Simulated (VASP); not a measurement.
# A VASP study of SnTeS (optB86b-vdW): structure first, properties next, part 2 of 6

Aim: relax SnTeS, then compute properties on the relaxed cell. The cell is invented: it takes the structure of a Materials Project entry for SnSeS (space group 156 there), with some of its atoms replaced by other elements, volume scaled by an estimate. It may not be a known or stable phase.

VASP 6.6.1, plane waves and PAW; the level of theory is named at each step.

Still holding for the runs below: The k-mesh is coarse for a metal.

So far. Step 2 (Rough relaxation of the start cell): It ends with a largest force of 0.020 eV/Å and a pressure of 0.00 GPa.

### Step 3. Relaxing cell and atoms (optB86b-vdW)

Level of this step: optB86b-vdW; plane waves and PAW (Te, Sn_d, S); invented cell (VASP).

Properties are meant for the cell that this level of theory prefers, so cell and atoms are relaxed first (ISIF = 3) until forces and stress are small; EDIFFG sets the threshold.

INCAR reads:

```
SYSTEM = SnTeS
PREC = Accurate
ENCUT = 400
EDIFF = 1E-06
NELM = 100
ISMEAR = -1
SIGMA = 0.05
LREAL = .FALSE.
ALGO = Normal
GGA = MK
AGGAC = 0
LUSE_VDW = .TRUE.
PARAM1 = 0.1234
PARAM2 = 1
LASPH = .TRUE.
NBANDS = 19
LORBIT = 11
LWAVE = .FALSE.
LCHARG = .FALSE.
IBRION = 2
NSW = 60
ISIF = 3
EDIFFG = -0.01
```

POSCAR reads:

```
SnTeS
1.0
    3.8408498102      0.0000000088      0.0000000000
   -1.9204253917      3.3262733052      0.0000000000
    0.0000000000      0.0000000000      6.4018915340
Te Sn S
1 1 1
Direct
    0.0000000000      0.0000000000      0.7176321045
    0.3333333300      0.6666666700      0.0276269045
    0.6666666700      0.3333333300      0.2547419911
```

KPOINTS reads:

```
Automatic mesh
0
Gamma
6 6 3
0 0 0
```

The projector-augmented-wave data sets are Te, Sn_d and S (PBE family, release 64).

Launch:

```console
$ mpirun -np 1 vasp_std
```

Output:

```text
[banner, memory and clock lines left out]
running    1 mpi-ranks, on    1 nodes
 distrk:  each k-point on    1 cores,    1 groups
 distr:  one band on    1 cores,    1 groups

 POSCAR found type information on POSCAR TeSnS
 POSCAR found :  3 types and       3 ions
 [... a notice as in an earlier step ...]

 [... a notice as in an earlier step ...]

 LDA part: xc-table for (Slater+PW92), standard interpolation
 POSCAR, INCAR and KPOINTS ok, starting setup
 FFT: planning ... GRIDC
 FFT: planning ... GRID_SOFT
 FFT: planning ... GRID
 WAVECAR not read
 entering main loop
       N       E                     dE             d eps       ncg     rms          rms(c)
DAV:   1     0.183112661472E+03    0.18311E+03   -0.10836E+04   649   0.131E+03
DAV:   2     0.127912261951E+02   -0.17032E+03   -0.16506E+03   722   0.323E+02
DAV:   3    -0.489723172117E+01   -0.17688E+02   -0.17466E+02   801   0.103E+02
DAV:   4    -0.546821031329E+01   -0.57098E+00   -0.56961E+00   776   0.201E+01
DAV:   5    -0.548477962951E+01   -0.16569E-01   -0.16568E-01   905   0.347E+00    0.768E+00
DAV:   6    -0.522919609607E+01    0.25558E+00   -0.90413E-01   871   0.699E+00    0.506E+00
DAV:   7    -0.522847251422E+01    0.72358E-03   -0.16543E-01   718   0.243E+00    0.194E+00
DAV:   8    -0.522957610137E+01   -0.11036E-02   -0.15383E-02   784   0.864E-01    0.284E-01
DAV:   9    -0.522956428380E+01    0.11818E-04   -0.32305E-03   737   0.330E-01    0.146E-01
DAV:  10    -0.522964361458E+01   -0.79331E-04   -0.38792E-04   747   0.109E-01    0.895E-02
DAV:  11    -0.522966553048E+01   -0.21916E-04   -0.43253E-05   718   0.423E-02    0.360E-02
DAV:  12    -0.522967620771E+01   -0.10677E-04   -0.13061E-05   703   0.250E-02    0.627E-03
DAV:  13    -0.522967681875E+01   -0.61105E-06   -0.12464E-06   593   0.731E-03
   1 F= -.52296768E+01 E0= -.52247068E+01  d E =-.522968E+01
 curvature:   0.00 expect dE= 0.000E+00 dE for cont linesearch  0.000E+00
 trial: gam= 0.00000 g(F)=  0.467E-03 g(S)=  0.117E-02 ort = 0.000E+00 (trialstep = 0.100E+01)
 search vector abs. value=  0.164E-02
 bond charge predicted
       N       E                     dE             d eps       ncg     rms          rms(c)
DAV:   1    -0.523555768843E+01   -0.58815E-02   -0.22187E-01   785   0.495E+00    0.439E-01
DAV:   2    -0.523200212746E+01    0.35556E-02   -0.16443E-02   844   0.153E+00    0.211E-01
DAV:   3    -0.523073662775E+01    0.12655E-02   -0.33473E-03   858   0.743E-01    0.681E-02
DAV:   4    -0.523067042602E+01    0.66202E-04   -0.37909E-04   984   0.150E-01    0.400E-02
DAV:   5    -0.523066221680E+01    0.82092E-05   -0.18418E-05   891   0.370E-02    0.279E-02
DAV:   6    -0.523066100225E+01    0.12146E-05   -0.45324E-06   699   0.230E-02    0.710E-03
DAV:   7    -0.523066138082E+01   -0.37858E-06   -0.66536E-07   368   0.779E-03
   2 F= -.52306614E+01 E0= -.52258911E+01  d E =-.984562E-03
[...]
3 F= -.52306482E+01 E0= -.52259017E+01  d E =-.971335E-03
[...]
4 F= -.52311655E+01 E0= -.52264833E+01  d E =-.517324E-03
[...]
5 F= -.52312063E+01 E0= -.52265418E+01  d E =-.558190E-03
[...]
6 F= -.52316650E+01 E0= -.52270557E+01  d E =-.458697E-03
[...]
7 F= -.52320921E+01 E0= -.52275455E+01  d E =-.885724E-03
[...]
8 F= -.52320933E+01 E0= -.52275490E+01  d E =-.886983E-03
 curvature:  -3.16 expect dE=-0.349E-03 dE for cont linesearch -0.699E-07
 trial: gam= 0.31762 g(F)=  0.784E-04 g(S)=  0.319E-04 ort =-0.424E-05 (trialstep = 0.164E+01)
 search vector abs. value=  0.190E-03
 bond charge predicted
       N       E                     dE             d eps       ncg     rms          rms(c)
DAV:   1    -0.523324215039E+01   -0.11479E-02   -0.55160E-02   804   0.258E+00    0.210E-01
DAV:   2    -0.523243552226E+01    0.80663E-03   -0.38555E-03   857   0.735E-01    0.973E-02
DAV:   3    -0.523218394359E+01    0.25158E-03   -0.74099E-04   863   0.337E-01    0.302E-02
DAV:   4    -0.523217093745E+01    0.13006E-04   -0.64029E-05   987   0.634E-02    0.263E-02
DAV:   5    -0.523216956899E+01    0.13685E-05   -0.12570E-06   446   0.101E-02    0.186E-02
DAV:   6    -0.523216942137E+01    0.14762E-06   -0.16541E-06   453   0.106E-02
   9 F= -.52321694E+01 E0= -.52276408E+01  d E =-.760946E-04
 trial-energy change:   -0.000076  1 .order   -0.000074   -0.000178    0.000031
 step:   1.3948(harm=  1.3948)  dis= 0.00288  next Energy=    -5.232169 (dE=-0.760E-04)
 reached required accuracy - stopping structural energy minimisation
```

It took 4.9 min on 1 MPI rank of Intel Xeon Platinum 8559C (Emerald Rapids), shared host; peak memory 0.39 GiB.

From OUTCAR (step 3):

```text
  LATTYP: Found a hexagonal cell.
 ALAT       =     3.8408498102
 C/A-ratio  =     1.6667903850

The static configuration has the point symmetry C_3v.

 Found     17 irreducible k-points:

   k-points           NKPTS =     17   k-points in BZ     NKDIM =     17   number of bands    NBANDS=     19

   dimension x,y,z NGX =    28 NGY =   28 NGZ =   42
   dimension x,y,z NGXF=    56 NGYF=   56 NGZF=   84

   ENCUT  =  400.0 eV  29.40 Ry    5.42 a.u.   6.26  6.26 10.44*2*pi/ulx,y,z

   NELECT =      26.0000    total number of electrons

 E-fermi :   6.0933

 k-point     1 :       0.0000    0.0000    0.0000
  band No.  band energies     occupation
    ...
      8      -0.9799      2.00000
      9       4.1829      2.00000
     10       4.1829      2.00000
     11       5.1798      2.00000
     12       5.9654      1.85628
     13       6.3535      0.01093
     14       6.3535      0.01093
     15       9.3253      0.00000
     16       9.9263      0.00000
     17       9.9263      0.00000
    ...

 k-point     2 :       0.1667   -0.0000    0.0000
  band No.  band energies     occupation
    ...
      8      -0.8438      2.00000
      9       2.6953      2.00000
     10       3.8034      2.00000
     11       4.3388      2.00000
     12       5.4035      2.00000
     13       6.1579      0.43098
     14       7.1347      0.00000
     15       9.0645      0.00000
     16      10.1550      0.00000
     17      10.2932      0.00000
    ...

Total vdW correction in eV:      4.4216244

  Total        0.0200194      0.0200194      0.0275065     -0.0000000      0.0000000      0.0000000
  in kB        0.3974155      0.3974154      0.5460465     -0.0000001      0.0000000      0.0000000
  external PRESSURE =       0.4469591 kB  Pullay stress =       0.0000000 kB

  energy-cutoff  :      400.00
  volume of cell :       80.71
      direct lattice vectors                 reciprocal lattice vectors
     3.844574856  0.000000008 -0.000000000     0.260106783  0.150172769  0.000000000
    -1.922287915  3.329499289  0.000000000    -0.000000001  0.300345461  0.000000000
    -0.000000000 -0.000000000  6.305056437     0.000000000 -0.000000000  0.158602863

 POSITION                                       TOTAL-FORCE (eV/Angst)
 -----------------------------------------------------------------------------------
     -1.92229      3.32950      4.50415         0.000000      0.000000     -0.004871
     -0.00000      2.21967      0.17089         0.000000      0.000000     -0.001211
      1.92229      1.10983      1.63002        -0.000000     -0.000000      0.006082
 -----------------------------------------------------------------------------------
    total drift:                               -0.000002      0.000001      0.000713

  FREE ENERGIE OF THE ION-ELECTRON SYSTEM (eV)
  ---------------------------------------------------
  free  energy   TOTEN  =        -5.2321694214 eV

  energy  without entropy=       -5.2231121935  energy(sigma->0) =       -5.22764081

Total vdW correction in eV:      4.4216413

 total charge
# of ion       s       p       d       tot
------------------------------------------
    1        1.413   1.898   0.031   3.342
    2        1.144   0.944  10.066  12.154
    3        1.374   2.277   0.000   3.651
--------------------------------------------------
tot          3.931   5.119  10.097  19.148

[... 2 parts as in an earlier step ...]

[... 7 further parts left out ...]
```

Step by step:

```
step  energy less that of the first step (eV)  largest force (eV/Å)  pressure (GPa)  volume (Å³)
   1                                   0.0000                0.0786           -0.20        81.79
   2                                  -0.0010                0.0642            0.06        81.38
   3                                  -0.0010                0.0672            0.16        81.28
   4                                  -0.0015                0.0678           -0.04        81.37
   5                                  -0.0015                0.0683           -0.09        81.41
   6                                  -0.0020                0.0456           -0.05        81.26
   7                                  -0.0024                0.0257           -0.06        80.95
   8                                  -0.0024                0.0317           -0.05        80.93
   9                                  -0.0025                0.0061            0.04        80.71
```

```
conventional cell, symmetrised  before  after  change
                         a (Å)   3.841  3.845  +0.1 %
                         b (Å)   3.841  3.845  +0.1 %
                         c (Å)   6.402  6.305  -1.5 %
              volume (Å³/atom)   27.26  26.90  -1.3 %
```

The atoms that moved most (Å, as changes of fractional coordinates times the final cell):

```
atom     dx     dy      dz  length
  S3  0.000  0.000   0.024   0.024
 Te1  0.000  0.000  -0.021   0.021
```

The relaxed structure:

```cif
data_structure
_symmetry_space_group_name_H-M 'P 1'
_symmetry_Int_Tables_number 1
_cell_length_a 3.8446
_cell_length_b 3.8446
_cell_length_c 6.3051
_cell_angle_alpha 90.000
_cell_angle_beta 90.000
_cell_angle_gamma 120.000
_cell_volume 80.71
loop_
_atom_site_label
_atom_site_type_symbol
_atom_site_fract_x
_atom_site_fract_y
_atom_site_fract_z
_atom_site_occupancy
Te1 Te 0.00000 0.00000 0.71437 1
Sn2 Sn 0.33333 0.66667 0.02710 1
S3 S 0.66667 0.33333 0.25853 1
```

This step gave:

```yaml
irreducible_k_points: 17
free_energy_toten: -5.232 eV
energy_at_zero_smearing: -5.228 eV
fermi_energy: 6.093 eV
pressure: 0.04470 GPa
scf_cycles_over_all_ionic_steps: 58
```

It ends with a largest force of 0.006 eV/Å and a pressure of 0.04 GPa.

### Step 4. Second relaxation

The basis stayed that of the start cell while the cell moved. A rerun from the cell reached resets it; the error of the finite cutoff stays.

INCAR is that of step 3.

POSCAR reads:

```
SnTeS
1.0
    3.8445748557      0.0000000083      0.0000000000
   -1.9222879154      3.3294992889      0.0000000000
    0.0000000000      0.0000000000      6.3050564372
Te Sn S
1 1 1
Direct
    0.0000000000      0.0000000000      0.7143718298
    0.3333333300      0.6666666700      0.0271037094
    0.6666666700      0.3333333300      0.2585254609
```

KPOINTS is that of step 3.

Launch:

```console
$ mpirun -np 1 vasp_std
```

Output:

```text
[... set-up lines as in an earlier step ...]
 entering main loop
       N       E                     dE             d eps       ncg     rms          rms(c)
DAV:   1     0.181765194190E+03    0.18177E+03   -0.10837E+04   646   0.130E+03
DAV:   2     0.145169072977E+02   -0.16725E+03   -0.16126E+03   686   0.317E+02
DAV:   3    -0.481547329540E+01   -0.19332E+02   -0.19072E+02   821   0.106E+02
DAV:   4    -0.546784206129E+01   -0.65237E+00   -0.64974E+00   743   0.210E+01
DAV:   5    -0.548677396462E+01   -0.18932E-01   -0.18927E-01   888   0.373E+00    0.778E+00
DAV:   6    -0.523087126396E+01    0.25590E+00   -0.90862E-01   877   0.698E+00    0.512E+00
DAV:   7    -0.523080403054E+01    0.67233E-04   -0.16341E-01   724   0.241E+00    0.196E+00
DAV:   8    -0.523180957196E+01   -0.10055E-02   -0.15135E-02   773   0.858E-01    0.281E-01
DAV:   9    -0.523180441813E+01    0.51538E-05   -0.32617E-03   747   0.328E-01    0.147E-01
DAV:  10    -0.523187806536E+01   -0.73647E-04   -0.35533E-04   754   0.106E-01    0.933E-02
DAV:  11    -0.523190138610E+01   -0.23321E-04   -0.44099E-05   717   0.414E-02    0.384E-02
DAV:  12    -0.523191255418E+01   -0.11168E-04   -0.14745E-05   688   0.266E-02    0.694E-03
DAV:  13    -0.523191307167E+01   -0.51749E-06   -0.14495E-06   579   0.778E-03
   1 F= -.52319131E+01 E0= -.52273846E+01  d E =-.523191E+01
 curvature:   0.00 expect dE= 0.000E+00 dE for cont linesearch  0.000E+00
 trial: gam= 0.00000 g(F)=  0.288E-05 g(S)=  0.220E-04 ort = 0.000E+00 (trialstep = 0.100E+01)
 search vector abs. value=  0.249E-04
 reached required accuracy - stopping structural energy minimisation
```

It took 50 s on 1 MPI rank; peak memory 0.39 GiB.

Parts of OUTCAR (step 4):

```text
  LATTYP: Found a hexagonal cell.
 ALAT       =     3.8445748557
 C/A-ratio  =     1.6399879503

The static configuration has the point symmetry C_3v.

 Found     17 irreducible k-points:

   ENCUT  =  400.0 eV  29.40 Ry    5.42 a.u.   6.27  6.27 10.28*2*pi/ulx,y,z

   NELECT =      26.0000    total number of electrons

 E-fermi :   6.0932

 k-point     1 :       0.0000    0.0000    0.0000
  band No.  band energies     occupation
    ...
      8      -0.9799      2.00000
      9       4.1830      2.00000
     10       4.1830      2.00000
     11       5.1798      2.00000
     12       5.9653      1.85628
     13       6.3534      0.01093
     14       6.3534      0.01093
     15       9.3251      0.00000
     16       9.9263      0.00000
     17       9.9263      0.00000
    ...

 k-point     2 :       0.1667   -0.0000    0.0000
  band No.  band energies     occupation
    ...
      8      -0.8439      2.00000
      9       2.6954      2.00000
     10       3.8035      2.00000
     11       4.3388      2.00000
     12       5.4035      2.00000
     13       6.1578      0.43097
     14       7.1347      0.00000
     15       9.0644      0.00000
     16      10.1549      0.00000
     17      10.2931      0.00000
    ...

Total vdW correction in eV:      4.4215941

  Total        0.0199007      0.0199007      0.0239563     -0.0000000      0.0000000      0.0000000
  in kB        0.3950602      0.3950601      0.4755696     -0.0000001      0.0000000      0.0000000
  external PRESSURE =       0.4218967 kB  Pullay stress =       0.0000000 kB

  energy-cutoff  :      400.00
  volume of cell :       80.71
      direct lattice vectors                 reciprocal lattice vectors
     3.844574856  0.000000008  0.000000000     0.260106783  0.150172769  0.000000000
    -1.922287915  3.329499289  0.000000000    -0.000000001  0.300345461  0.000000000
     0.000000000  0.000000000  6.305056437     0.000000000  0.000000000  0.158602863

 POSITION                                       TOTAL-FORCE (eV/Angst)
 -----------------------------------------------------------------------------------
      0.00000      0.00000      4.50415         0.000000      0.000000     -0.004478
     -0.00000      2.21967      0.17089         0.000000      0.000000     -0.001616
      1.92229      1.10983      1.63002        -0.000000     -0.000000      0.006094
 -----------------------------------------------------------------------------------
    total drift:                               -0.000002      0.000001     -0.000624

  FREE ENERGIE OF THE ION-ELECTRON SYSTEM (eV)
  ---------------------------------------------------
  free  energy   TOTEN  =        -5.2319130717 eV

  energy  without entropy=       -5.2228560898  energy(sigma->0) =       -5.22738458

Total vdW correction in eV:      4.4215736

[... 5 parts as in an earlier step ...]

[... 7 further parts left out ...]
```

Little changed from the start: no atom moved by 0.005 Å and no cell edge by 0.1 %.

Numbers from this step:

```yaml
energy_at_zero_smearing: -5.227 eV
pressure: 0.04219 GPa
scf_cycles_over_all_ionic_steps: 13
```

It ends with a largest force of 0.006 eV/Å and a pressure of 0.04 GPa. The volume moved by under 0.01 %: the run met its threshold at the first step.

(Continued in part 3 of 6.)

[Lines on the potential files, build, host, timing and source positions are cut from VASP's logs without a mark.]

[Logs are printed without paths, hosts, clocks, repeated set-up lines and the standing remarks that a program may print on its own settings, such as how far it seeks lower states.]

[Hosts, paths, dates, database ids (printed as entryN), source tags and the programs' standing remarks are cut or masked in the printed files.]

[A measured line is paired with the nearest computed mode of its activity, which favours agreement.]

[In band tables of VASP the shares of atoms and orbitals are scaled to a sum of 1 inside the atoms' spheres.]
